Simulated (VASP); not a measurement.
Consider the following.

```yaml
crystal:
  lattice:
    - [1.78137, -3.08542, 0.00000]
    - [1.78137, 3.08542, 0.00000]
    - [0.00000, 0.00000, 5.62692]
  atoms:
    - { symbol: Gd, position: [0.33333, 0.66667, 0.25000] }
    - { symbol: Gd, position: [0.66667, 0.33333, 0.75000] }
```

Method: PBEsol GGA, VASP's PBE PAW potentials (set 64) (plane waves; VASP). Run with 400 eV cut-off, 11×11×6 Γ-centred mesh, first-order Methfessel-Paxton smearing of 0.10 eV, potentials Gd_3.

The 4f electrons are frozen in the core of the lanthanide potential, so 4f levels, which can set the real gap, and their magnetism are missing.

Task: Predict the energy per atom (σ→0), band gap (on the k-mesh) with the smallest direct gap where there is one.

Result: 
```json
{
  "band gap (on the k-mesh)": "none (metal, semimetal or under 0.01 eV)",
  "energy per atom (σ→0)": "-5.021 eV/atom"
}
```

Total energies compare only between runs with the same potentials, cut-off and functional.

The compound is Gd in the hcp structure. It was relaxed first, which changed the volume by -6 %. The start is the result of an earlier pass.
